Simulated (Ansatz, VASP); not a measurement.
# Cross-check of SiW (h-BN type (invented)) between VASP and Ansatz

Wanted: the spread between two codes on one cell, functional and k mesh. The cell is generated by rule, not measured, and may not be a known phase. The cell is taken from a series of runs on this material, whose earlier steps may have relaxed, scaled, displaced or heated it; both programs get it as it stands.

Main program and level: Ansatz 0.2.0; plane waves, with VASP 6.6.1 beside it; relaxation of cell and atoms at LDA.

### 1. The starting structure

It takes space group P6_3/mmc (No. 194, hexagonal). The conventional cell has a = 4.180 Å, b = 4.180 Å, c = 4.795 Å, α = 90.00°, β = 90.00°, γ = 120.00°. Nearest to W lie 5 Si at 2.40 to 2.41 Å. Nearest to Si lie 5 W at 2.40 to 2.41 Å. Farther neighbours are not listed.

Coordinates:

```xyz
4
Lattice="4.1799 0.0000 0.0000 -2.0900 3.6199 0.0000 0.0000 0.0000 4.7950" Properties=species:S:1:pos:R:3 pbc="T T T"
W     0.0000    2.4133    1.1988
W     2.0900    1.2066    3.5963
Si    2.0900    1.2066    1.1988
Si    0.0000    2.4133    3.5963
```

### 2. VASP: relaxation of cell and atoms, LDA

The relaxed volume is the usual yardstick between codes: in a stiff, nearly cubic crystal its relative difference is about their pressure difference at one cell divided by the bulk modulus.

Lines of VASP's logs that name or quote its potential files are left out, and so is its time.

Contents of INCAR:

```
SYSTEM = SiW
PREC = Accurate
ENCUT = 600
EDIFF = 1E-07
NELM = 120
ISMEAR = 0
SIGMA = 0.1
LREAL = .FALSE.
ALGO = Normal
GGA = CA
NBANDS = 16
LASPH = .TRUE.
LORBIT = 11
LWAVE = .FALSE.
LCHARG = .FALSE.
ISIF = 3
IBRION = 2
NSW = 80
EDIFFG = -0.005
GGA_COMPAT = .FALSE.
NELMIN = 4
```

Contents of POSCAR:

```
SiW
1.0
    4.1799310000      0.0000000000      0.0000000000
   -2.0899660000      3.6199270000      0.0000000000
    0.0000000000      0.0000000000      4.7950410000
W Si
2 2
Direct
    0.3333334591      0.6666667587      0.2499999479
    0.6666667801      0.3333332413      0.7500000521
    0.6666667801      0.3333332413      0.2499999479
    0.3333334591      0.6666667587      0.7500000521
```

Contents of KPOINTS:

```
Automatic mesh
0
Gamma
12 12 10
0 0 0
```

PAW data sets: W and Si (LDA family, release 64).

Started as:

```sh
mpirun -np 1 vasp_std
```

Numbers of over 12 decimals in the logs are rounded to 6 here.

The log of the run:

```text
[banner, memory and clock lines left out]
running    1 mpi-ranks, on    1 nodes
 distrk:  each k-point on    1 cores,    1 groups
 distr:  one band on    1 cores,    1 groups

 POSCAR found type information on POSCAR W Si
 POSCAR found :  2 types and       4 ions
 LDA part: xc-table for (Slater(with rela. corr.)+CA(PZ))
 , standard interpolation
 POSCAR, INCAR and KPOINTS ok, starting setup
 FFT: planning ... GRIDC
 FFT: planning ... GRID_SOFT
 FFT: planning ... GRID
 WAVECAR not read
 entering main loop
       N       E                     dE             d eps       ncg     rms          rms(c)
DAV:   1     0.582842271609E+02    0.58284E+02   -0.92274E+03  3648   0.121E+03
DAV:   2    -0.354790937843E+02   -0.93763E+02   -0.89763E+02  5024   0.221E+02
DAV:   3    -0.398167142995E+02   -0.43376E+01   -0.42607E+01  5024   0.434E+01
DAV:   4    -0.398856920549E+02   -0.68978E-01   -0.68835E-01  4368   0.570E+00
DAV:   5    -0.398868980077E+02   -0.12060E-02   -0.12058E-02  5024   0.717E-01    0.291E+01
DAV:   6    -0.378714893404E+02    0.20154E+01   -0.69087E+00  4544   0.129E+01    0.110E+01
DAV:   7    -0.377161651645E+02    0.15532E+00   -0.29616E-01  4736   0.346E+00    0.451E+00
DAV:   8    -0.376817784627E+02    0.34387E-01   -0.51502E-02  4112   0.109E+00    0.340E-01
DAV:   9    -0.376813725354E+02    0.40593E-03   -0.24320E-03  4496   0.301E-01    0.165E-01
DAV:  10    -0.376813829824E+02   -0.10447E-04   -0.20364E-04  4656   0.813E-02    0.364E-02
DAV:  11    -0.376813742546E+02    0.87278E-05   -0.36102E-05  4240   0.318E-02    0.163E-02
DAV:  12    -0.376813739339E+02    0.32070E-06   -0.19955E-06  4888   0.931E-03    0.239E-03
DAV:  13    -0.376813739439E+02   -0.99494E-08   -0.10749E-07  2672   0.210E-03
   1 F= -.37681374E+02 E0= -.37677686E+02  d E =-.376814E+02
 curvature:   0.00 expect dE= 0.000E+00 dE for cont linesearch  0.000E+00
 trial: gam= 0.00000 g(F)=  0.154E-41 g(S)=  0.191E-02 ort = 0.000E+00 (trialstep = 0.100E+01)
 search vector abs. value=  0.191E-02
 bond charge predicted
       N       E                     dE             d eps       ncg     rms          rms(c)
DAV:   1    -0.376823182887E+02   -0.94435E-03   -0.89935E-02  3648   0.192E+00    0.491E-01
DAV:   2    -0.376808849380E+02    0.14334E-02   -0.22231E-03  4256   0.332E-01    0.233E-01
DAV:   3    -0.376804719813E+02    0.41296E-03   -0.10916E-03  4664   0.188E-01    0.281E-02
DAV:   4    -0.376804598066E+02    0.12175E-04   -0.14177E-04  4472   0.688E-02    0.299E-02
DAV:   5    -0.376804558753E+02    0.39313E-05   -0.20303E-05  4544   0.290E-02    0.106E-02
DAV:   6    -0.376804558817E+02   -0.64122E-08   -0.11827E-06  4456   0.755E-03    0.659E-03
DAV:   7    -0.376804556494E+02    0.23234E-06   -0.81325E-07  4288   0.443E-03    0.234E-03
DAV:   8    -0.376804556446E+02    0.47344E-08   -0.79074E-08  2088   0.173E-03
   2 F= -.37680456E+02 E0= -.37676640E+02  d E =0.918299E-03
 trial-energy change:    0.000918  1 .order    0.000906   -0.001911    0.003723
 step:   0.3363(harm=  0.3392)  dis= 0.00000  next Energy=   -37.681695 (dE=-0.321E-03)
 bond charge predicted
       N       E                     dE             d eps       ncg     rms          rms(c)
DAV:   1    -0.376825094282E+02   -0.20538E-02   -0.39653E-02  3648   0.128E+00    0.326E-01
DAV:   2    -0.376818830662E+02    0.62636E-03   -0.97576E-04  4248   0.220E-01    0.155E-01
DAV:   3    -0.376817008557E+02    0.18221E-03   -0.48075E-04  4688   0.125E-01    0.188E-02
DAV:   4    -0.376816956240E+02    0.52316E-05   -0.62039E-05  4456   0.457E-02    0.200E-02
DAV:   5    -0.376816938795E+02    0.17445E-05   -0.89682E-06  4512   0.193E-02    0.715E-03
DAV:   6    -0.376816938815E+02   -0.19566E-08   -0.51689E-07  4072   0.503E-03
   3 F= -.37681694E+02 E0= -.37677964E+02  d E =-.319938E-03
 curvature:  -0.17 expect dE=-0.375E-07 dE for cont linesearch -0.153E-07
 trial: gam=-0.00675 g(F)=  0.342E-41 g(S)=  0.221E-06 ort = 0.131E-04 (trialstep = 0.867E+00)
 search vector abs. value=  0.131E-06
 reached required accuracy - stopping structural energy minimisation
```

OUTCAR, selected parts (step 2):

```text
ion  position               nearest neighbor table
   1  0.333  0.667  0.250-   4 2.40   4 2.40   3 2.41   3 2.41   3 2.41   2 3.40   2 3.40   2 3.40
                             2 3.40   2 3.40   2 3.40
   2  0.667  0.333  0.750-   3 2.40   3 2.40   4 2.41   4 2.41   4 2.41   1 3.40   1 3.40   1 3.40
                             1 3.40   1 3.40   1 3.40
   3  0.667  0.333  0.250-   2 2.40   2 2.40   1 2.41   1 2.41   1 2.41
   4  0.333  0.667  0.750-   1 2.40   1 2.40   2 2.41   2 2.41   2 2.41

  LATTYP: Found a hexagonal cell.
 ALAT       =     4.1799310000
 C/A-ratio  =     1.1471579316

 Subroutine GETGRP returns: Found 24 space group operations
 (whereof 12 operations were pure point group operations)

The static configuration has the point symmetry D_3d.
 The point group associated with its full space group is D_6h.

 Found    114 irreducible k-points:

   k-points           NKPTS =    114   k-points in BZ     NKDIM =    114   number of bands    NBANDS=     16

   dimension x,y,z NGX =    36 NGY =   36 NGZ =   40
   dimension x,y,z NGXF=    72 NGYF=   72 NGZF=   80

   ENCUT  =  600.0 eV  44.10 Ry    6.64 a.u.   8.35  8.35  9.58*2*pi/ulx,y,z

   NELECT =      20.0000    total number of electrons

 k-points in reciprocal lattice and weights: Automatic mesh
   0.00000000  0.00000000  0.00000000       0.001
   0.08333333  0.00000000  0.00000000       0.004
   0.16666667 -0.00000000  0.00000000       0.004
   0.25000000 -0.00000000  0.00000000       0.004
   0.33333333 -0.00000000  0.00000000       0.004
   0.41666667 -0.00000000  0.00000000       0.004
   0.50000000 -0.00000000  0.00000000       0.002
   0.08333333  0.08333333  0.00000000       0.004
   0.16666667  0.08333333  0.00000000       0.008
[...]
0.33333333  0.25000000  0.50000000       0.008
   0.33333333  0.33333333  0.50000000       0.001

 average (electrostatic) potential at core
       1 -39.5229       2 -39.5229       3 -84.0243       4 -84.0243

 E-fermi :   6.2821

 k-point     1 :       0.0000    0.0000    0.0000
  band No.  band energies     occupation
    ...
      6       3.0710      2.00000
      7       3.2815      2.00000
      8       4.1922      2.00000
      9       4.1923      2.00000
     10       5.1901      2.00000
     11       7.1325      0.00000
     12       7.1325      0.00000
     13       8.1431      0.00000
     14       9.4023      0.00000
     15      11.1503      0.00000
    ...

 k-point     2 :       0.0833    0.0000    0.0000
  band No.  band energies     occupation
    ...
      6       3.1740      2.00000
      7       3.2523      2.00000
      8       4.1192      2.00000
      9       4.1364      2.00000
     10       5.2972      2.00000
     11       7.2037      0.00000
     12       7.2637      0.00000
     13       8.1414      0.00000
     14       9.4527      0.00000
     15      10.6958      0.00000
    ...

 k-point     3 :       0.1667   -0.0000    0.0000
  band No.  band energies     occupation
    ...
      6       3.1711      2.00000
      7       3.4512      2.00000
      8       3.9480      2.00000
      9       3.9960      2.00000
     10       5.5237      2.00000
     11       7.3851      0.00000
     12       7.6066      0.00000
     13       8.0360      0.00000
     14       9.5778      0.00000
     15       9.8733      0.00000
    ...

  Total       -0.0017699     -0.0017699      0.0034768      0.0000000     -0.0000000      0.0000000
  in kB       -0.0390009     -0.0390009      0.0766123      0.0000000     -0.0000000      0.0000000
  external PRESSURE =      -0.0004632 kB  Pullay stress =       0.0000000 kB

  energy-cutoff  :      600.00
  volume of cell :       72.71
      direct lattice vectors                 reciprocal lattice vectors
     4.181131577 -0.000000000  0.000000000     0.239169704  0.138084704 -0.000000000
    -2.090566289  3.620966731  0.000000000     0.000000000  0.276169342 -0.000000000
     0.000000000  0.000000000  4.802533728    -0.000000000 -0.000000000  0.208223421

 POSITION                                       TOTAL-FORCE (eV/Angst)
 -----------------------------------------------------------------------------------
     -0.00000      2.41398      1.20063        -0.000000     -0.000000      0.000000
      2.09057      1.20699      3.60190         0.000000      0.000000      0.000000
      2.09057      1.20699      1.20063         0.000000      0.000000     -0.000000
     -0.00000      2.41398      3.60190        -0.000000     -0.000000     -0.000000
 -----------------------------------------------------------------------------------
    total drift:                               -0.000081      0.000012     -0.000007

  FREE ENERGIE OF THE ION-ELECTRON SYSTEM (eV)
  ---------------------------------------------------
  free  energy   TOTEN  =       -37.6816938815 eV

  energy  without entropy=      -37.6742345720  energy(sigma->0) =      -37.67796423

 reached required accuracy - stopping structural energy minimisation

 total charge
# of ion       s       p       d       tot
------------------------------------------
    1        0.583   0.506   4.408   5.498
    2        0.583   0.506   4.408   5.498
    3        0.792   1.019   0.000   1.811
    4        0.792   1.019   0.000   1.811
--------------------------------------------------
tot          2.752   3.050   8.817  14.619

[... 3 further parts left out ...]
```

CONTCAR:

```
SiW
   1.00000000000000
     4.1811315773690243   -0.0000000001658290    0.0000000000000000
    -2.0905662889717367    3.6209667310730715    0.0000000000000000
     0.0000000000000000    0.0000000000000000    4.8025337282299052
  W               Si
     2     2
Direct
     0.3333334590999968    0.6666667587000035    0.2499999479000010
     0.6666667801000017    0.3333332412999965    0.7500000520999990
     0.6666667801000017    0.3333332412999965    0.2499999479000010
     0.3333334590999968    0.6666667587000035    0.7500000520999990
```

### 3. Ansatz: relaxation of cell and atoms, LDA

Ansatz runs on its default PAW (the set named soft_2) files.

The same cell, functional (in two slightly different forms), mesh and smearing now go to Ansatz, which takes its cutoff from its data sets.

Contents of input.yaml:

```yaml
crystal:
  lattice:
    - [4.1799314759, -2.657e-07, 0.0]
    - [-2.0899655078, 3.619926977, 0.0]
    - [0.0, 0.0, 4.7950408538]
  atoms:
    - { symbol: W, position: [0.3333333333, 0.6666666667, 0.25] }
    - { symbol: W, position: [0.6666666667, 0.3333333333, 0.75] }
    - { symbol: Si, position: [0.6666666667, 0.3333333333, 0.25] }
    - { symbol: Si, position: [0.3333333333, 0.6666666667, 0.75] }
kpoints:
  mp_grid: { grid: [12, 12, 10] }
hamiltonian:
  xc: lda
scf:
  occupations: { method: gaussian, width: 0.1 }
output:
  forces: true
  stress: true
  eigenvalues: true
  write_density: true
  write_potential: true
  elf: true
  volumetric_format: npy
relax:
  adjacent_minimum: "off"
  f_tol: 0.005
  max_steps: 80
  cell: { stress_tol: 0.05 }
```

Started as:

```sh
ansatz run input.yaml --threads 2 --pin off --max-ram 5120MiB --backend cpu --events-out ev --progress --plain --runs-dir out
```

The log of the run:

```text
Engine: ansatz 0.2.0, x86_64-unknown-linux-gnu
Pseudopotentials: kind: paw
Pseudopotential: W, paw, valence charge 14, recommended cutoff 420 eV (normal), W.paw.azcp
Pseudopotential: Si, paw, valence charge 4, recommended cutoff 420 eV (normal), Si.paw.azcp
Functional definition: SPW92
  exchange = slater_x
  correlation = pw_c
Crystal: 4 atoms, lattice volume = 72.554 Å³
Basis set: ecut = 420 eV, 1415 PW (Γ)
Bands: 22, of which v1, the nominal top of the filled ones, is band 18 counted from 1 (17 counted from 0)
Symmetry: 24 space group operations
Space group: P63/mmc (ITA 194), of the structure as read, at distance tolerance 4.2e-5 Å
k-points: 114 of 1440
Non-local potential: W, projectors of the file, l = 0: 3, l = 1: 2, l = 2: 2, l = 3: 1
Non-local potential: Si, projectors of the file, l = 0: 2, l = 1: 2, l = 2: 2
PAW form: soft (Blöchl's): semilocal exchange-correlation on the pseudo side does not see the compensation charge
PAW frozen core: W, regenerated for the run's functional, and the local potential with it (the file was generated under x = pbe(κ = 0.804, μ = 0.219515), c = pbe(β = 0.066725))
PAW frozen core: Si, regenerated for the run's functional, and the local potential with it (the file was generated under x = pbe(κ = 0.804, μ = 0.219515), c = pbe(β = 0.066725))
PAW one-centre angular grid: W, 590 points (default); XC on 64 Gauss nodes
PAW one-centre angular grid: Si, 110 points (default); XC on 64 Gauss nodes
Initial density: superposition of atomic densities (neutral atoms: chi_scale 0, normalization atom), corrected by the library's trained network
Initial wavefunctions: pseudopotential atomic-orbital guess
Functional: x = slater, c = lda
SCF iter   1: F=—  HF=-21474.400999 eV  |F-HF|=—  |Δ(HF+E_count)|=         —  Δρ=9.25e-3  dr2=5.34e-2  ethr=1.77e-3  ⟨swp⟩=5.7  Hψ=12185  notcnv=0
preconditioner: auto → Kerker (q_TF=auto, 2.428 Å⁻¹)  [metal: Δε(μ)=0.012 eV  Ē_g=5.442 eV  σ=0.100 eV  W_gap=0.07  n_scr=20 (ndim 8)  ℏωp=19.5 eV  f_vac=0.001  D(μ)=1.67/eV (n_scr^D=8)]
SCF iter   2: F=—  HF=-21474.387857 eV  |F-HF|=—  |Δ(HF+E_count)|=   1.31e-2  Δρ=5.01e-3  dr2=1.55e-2  ethr=1.48e-4  ⟨swp⟩=1.2  Hψ=3450  notcnv=0
SCF iter   3: F=—  HF=-21474.383014 eV  |F-HF|=—  |Δ(HF+E_count)|=   4.84e-3  Δρ=5.67e-4  dr2=1.66e-4  ethr=4.31e-5  ⟨swp⟩=2.3  Hψ=3773  notcnv=0
SCF iter   4: F=—  HF=-21474.383013 eV  |F-HF|=—  |Δ(HF+E_count)|=   9.43e-7  Δρ=1.11e-4  dr2=7.30e-6  ethr=4.61e-7  ⟨swp⟩=2.6  Hψ=4319  notcnv=0
SCF iter   5: F=—  HF=-21474.383012 eV  |F-HF|=—  |Δ(HF+E_count)|=   1.79e-6  Δρ=1.78e-5  dr2=3.52e-7  ethr=2.03e-8  ⟨swp⟩=2.3  Hψ=3437  notcnv=0
SCF iter   6: F=-21474.383011 eV  HF=-21474.383012 eV  |F-HF|=1.27e-8  |Δ(HF+E_count)|=   5.07e-9  Δρ=5.53e-6  dr2=4.82e-8  ethr=2.78e-10  ⟨swp⟩=10.5  Hψ=17916  notcnv=0
SCF 1 converged in 6 iterations: F = -21474.383011 eV  dr2 = 4.82e-8
  greatest PAW one-centre occupation: 1.000 electrons in one spin orbital (limit 2), on the W atom at site 1 (counted from 0), in its partial waves of l = 0
relax step   1: F+E_penalty+E_count = -21474.38301149 eV  Δ(F+E_penalty+E_count) = +0.000e0 eV  max|allowed force component| = 4.742e-17 eV/Å  Δτ_max = 0.0000 Å  P = +0.073 GPa  Ω = 72.554 Å³  (6 SCF iters, dr2 threshold 1.00e-7 eV, accepted)
[...]
relax step   2: F+E_penalty+E_count = -21474.38310175 eV  Δ(F+E_penalty+E_count) = -9.025e-5 eV  max|allowed force component| = 4.163e-17 eV/Å  Δτ_max = 0.0000 Å  P = -0.001 GPa  Ω = 72.575 Å³  energy of the carried Pulay correction = -4.816e-6 eV  (6 SCF iters, dr2 threshold 4.00e-7 eV, accepted)
[...]
relax step   3: F+E_penalty+E_count = -21474.38310681 eV  Δ(F+E_penalty+E_count) = -5.060e-6 eV  max|allowed force component| = 4.279e-17 eV/Å  Δτ_max = 0.0000 Å  P = -0.001 GPa  Ω = 72.575 Å³  stress off target by 4.13e-3 GPa  SCF on the basis re-selected at this cell (its energy is not comparable with the rows above)  (7 SCF iters)
basis re-selected at this cell: Δ(F+E_penalty+E_count) = -5.060e-6 eV, ΔP = +0.000 GPa vs the last step (what re-selecting the basis moved, of the pressure what is left beyond the Pulay correction that the steps carried, after the strain that the cell walked since its last selection, with what the two solves' SCF thresholds leave and, on support functions, any second-order correction that the steps lacked; it is no m [...]
SCF converged after 7 iterations
Free energy (F): -21474.383107 eV
Harris-Foulkes:  -21474.383107 eV  (|F-HF|=1.46e-11)
Internal energy: -21474.375643 eV  (E = F + TS)
E sigma→0 (E₀):  -21474.379375 eV
Entropy (-TS):   -0.007464 eV (-1.866 meV/atom)
Fermi energy:    12.790425 eV
--- Per-component energies (eV) ---
  E_band       = -373.561069
  E_kinetic    = 989.914966
  E_local      = -2239.330373  (includes V_loc(G=0)·N_el)
  E_nonlocal   = 73.205594
  E_hartree    = 822.149302
  E_xc         = -640.619804
  E_vxc        = -573.189372  (∫ρ·V_xc dr)
  E_paw        = -17593.543045  (= ΣΔE_a)
  E_vpaw       = -268.460381  (= ΣTr[D̂ρ^β])
  E_aug_tail   = -0.000109  (compensation charges beyond the density's cutoff)
  E_ewald      = -2886.887140
  E_core_change = 0.734967  (= ΣΔE_core)
  E_smearing   = -0.007464  (= −TS)
  E_closure    = 0.000000  (closes the sum)
  Σ components = -21474.383107   (vs F -21474.383107, Δ=0.00e0)
--- Forces (eV/Å), atoms counted from 1 ---
  atom   1  W      0.00000000     0.00000000     0.00000000
  atom   2  W      0.00000000    -0.00000000     0.00000000
  atom   3  Si     0.00000000     0.00000000     0.00000000
  atom   4  Si    -0.00000000    -0.00000000     0.00000000
  max |Σ_I F_I| component: 4.63e-18 eV/Å
--- Stress (GPa, compression-positive) ---
       -0.000120       0.000000       0.000000
       -0.000000      -0.000120       0.000000
        0.000000       0.000000      -0.004128
  P = ⅓ Tr σ = -0.0015 GPa (-0.015 kbar)
--- Band table (eV; the first three rows and the last of 114) ---
  k-point 0: bands = [... 14 lower, 9.8174, 10.6989, 10.6989, 11.7082, 13.6468, 13.6468, 14.6234, 15.8687]
  k-point 1: bands = [... 14 lower, 9.5010, 10.9370, 10.9370, 11.4977, 13.7320, 13.7320, 15.1014, 15.7864]
  k-point 2: bands = [... 14 lower, 9.2314, 10.9330, 11.4617, 11.4617, 13.9207, 13.9207, 15.7322, 16.1757]
  k-point 113: bands = [... 14 lower, 10.0251, 10.0251, 11.4990, 11.4990, 14.0952, 14.0952, 14.6983, 14.6983]
--- Relaxed structure (2 steps of the walk, 2 accepted, 1 SCFs on fresh bases) ---
  F+E_penalty+E_count = -21474.38310681 eV   max|allowed force component| = 4.279e-17 eV/Å   (the final SCF, on the basis selected at the relaxed cell)
  cell:  # Å, volume = 72.5746 Å³
    - [4.178750, -2.656520328192192e-7, 0.0]
    - [-2.089375, 3.618903, 0.0]
    - [0.0, 0.0, 4.799117]
  atoms:
    - { symbol: W, position: [0.333333, 0.666667, 0.250000] }
    - { symbol: W, position: [0.666667, 0.333333, 0.750000] }
    - { symbol: Si, position: [0.666667, 0.333333, 0.250000] }
    - { symbol: Si, position: [0.333333, 0.666667, 0.750000] }
```

In the SCF lines HF is the Harris–Foulkes energy and dr2 the Hartree energy of the density residual, in eV; the loop may stop once dr2 is under the threshold and the program's other checks hold. Hψ counts applications of the Hamiltonian.

### 4. Side by side

Known differences besides the potentials themselves: the two LDA forms differ slightly; the data sets hold 36 valence electrons in Ansatz (on its default PAW (the set named soft_2) files) and 20 in VASP; the cutoff is 420 eV in Ansatz and 600 eV in VASP; VASP's log shows a relativistic correction to its local exchange, Ansatz's none; Ansatz adds a Pulay correction to the stress that steers its cell, VASP none. Total energies have different zeros and are not compared.

The two programs side by side:

| quantity | Ansatz | VASP | difference |
| --- | --- | --- | --- |
| volume (Å³) | 72.57 | 72.71 | -0.18 % |
| edge a after relaxation, in the typed setting (Å) | 4.179 | 4.181 | -0.06 % |
| edge c after relaxation, in the typed setting (Å) | 4.799 | 4.803 | -0.07 % |

### 5. Summary of results

```json
{
  "difference in volume (relaxation of cell and atoms, LDA)": "-0.18 %"
}
```

**Reading.** The difference in volume is -0.18 % (relaxation of cell and atoms, LDA), within the 1.2 % picked in this series as the mark of a large difference, as far as the stopping tolerances let one tell. The data sets hold unlike numbers of valence electrons (36 in Ansatz and 20 in VASP), so part of the differences comes from the potentials. How closely two codes agree says nothing of how well the functional describes the real material.

[Lines on the potential files, build, host, timing and source positions are cut from VASP's logs without a mark.]

[Logs are printed without paths, hosts, clocks, repeated set-up lines and the standing remarks that a program may print on its own settings, such as how far it seeks lower states.]

[Hosts, paths, dates, database ids (printed as entryN), source tags and the programs' standing remarks are cut or masked in the printed files.]
